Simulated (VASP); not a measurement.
These are PBE GGA, VASP's PBE PAW potentials (set 64) (plane waves; VASP) values and carry that method's errors.

The input files of a VASP run:

**INCAR**
```
# general
SYSTEM  = Er
PREC    = Accurate
ENCUT   = 480   # plane-wave cut-off (eV)
LREAL   = .FALSE.   # projection in real space or not
LASPH   = .TRUE.

# electronic loop
EDIFF   = 1E-7   # SCF stop (eV)
NELM    = 100   # most electronic steps
ALGO    = Normal   # blocked Davidson
LMAXMIX = 6   # l cut-off of mixed one-centre charges

# smearing
ISMEAR  = 1   # Methfessel-Paxton
SIGMA   = 0.1

# functional
GGA     = PE

# ions
ISIF    = 2

# output
LWAVE   = .FALSE.
LCHARG  = .FALSE.
```

**POSCAR**
```
Er
3.5829460
  0.5000001211  -0.8660254890   0.0000000000
  0.5000001211   0.8660254890   0.0000000000
  0.0000000000   0.0000000000   1.5447488119
Er
2
Cart
  0.5000001211   0.2886757404   0.3861872030
  0.5000001211  -0.2886757404   1.1585616089
```

### KPOINTS
```
Automatic mesh
0
Gamma
12 12 6
0 0 0
```

POTCAR, in this order: Er_3 (PBE.64 set). Program: vasp_std.

Output

OSZICAR:
```
       N       E                     dE             d eps       ncg     rms          rms(c)
DAV:   1     0.479811078759E+02    0.47981E+02   -0.83598E+03  3239   0.131E+03
DAV:   2    -0.616963013926E+01   -0.54151E+02   -0.52543E+02  3294   0.535E+02
DAV:   3    -0.887727408369E+01   -0.27076E+01   -0.25546E+01  3538   0.653E+01
DAV:   4    -0.898997476118E+01   -0.11270E+00   -0.10807E+00  3616   0.103E+01
DAV:   5    -0.899380673872E+01   -0.38320E-02   -0.38155E-02  3416   0.194E+00    0.246E+01
DAV:   6    -0.898824251769E+01    0.55642E-02   -0.31444E-02  3305   0.341E+00    0.147E+01
DAV:   7    -0.899732130742E+01   -0.90788E-02   -0.55342E-02  3209   0.445E+00    0.371E-01
DAV:   8    -0.899710197523E+01    0.21933E-03   -0.36369E-03  3195   0.880E-01    0.883E-02
DAV:   9    -0.899711152355E+01   -0.95483E-05   -0.21152E-04  3398   0.206E-01    0.325E-02
DAV:  10    -0.899710526692E+01    0.62566E-05   -0.28689E-05  3356   0.663E-02    0.452E-02
DAV:  11    -0.899710615461E+01   -0.88769E-06   -0.24447E-06  3315   0.197E-02    0.524E-03
DAV:  12    -0.899710647231E+01   -0.31770E-06   -0.23135E-07  2131   0.712E-03    0.189E-03
DAV:  13    -0.899710642849E+01    0.43815E-07   -0.40562E-08  1828   0.825E-03
   1 F= -.89971064E+01 E0= -.89975768E+01  d E =0.141108E-02
```

File OUTCAR:
```
------------------------ aborting loop because EDIFF is reached ----------------------------------------
  FORCE on cell =-STRESS in cart. coord.  units (eV):
  Direction    XX          YY          ZZ          XY          YZ          ZX
  --------------------------------------------------------------------------------------
  Total        0.0385434      0.0385434      0.0789772      0.0000000     -0.0000000      0.0000000
  in kB        1.0035773      1.0035770      2.0563776      0.0000000     -0.0000000      0.0000000
  external PRESSURE =       1.3545106 kB  Pullay stress =       0.0000000 kB
  volume of cell :       61.53
      direct lattice vectors                 reciprocal lattice vectors
     1.791473434 -3.102922562  0.000000000     0.279099869 -0.161138407  0.000000000
     1.791473434  3.102922562  0.000000000     0.279099869  0.161138407  0.000000000
     0.000000000  0.000000000  5.534751577     0.000000000  0.000000000  0.180676583
 POSITION                                       TOTAL-FORCE (eV/Angst)
 -----------------------------------------------------------------------------------
      1.79147      1.03431      1.38369        -0.000000      0.000000      0.000000
      1.79147     -1.03431      4.15106         0.000000     -0.000000      0.000000
 -----------------------------------------------------------------------------------
    total drift:                                0.000002      0.000088     -0.000012
  FREE ENERGIE OF THE ION-ELECTRON SYSTEM (eV)
  ---------------------------------------------------
  free  energy   TOTEN  =        -8.9971064285 eV

  energy  without entropy=       -8.9985175052  energy(sigma->0) =       -8.99757679
```
(Selected blocks of OUTCAR.)

The 4f electrons are frozen in the core of the lanthanide potential, so 4f levels, which can set the real gap, and their magnetism are missing.

The compound is Er in the hcp structure. It was relaxed first.
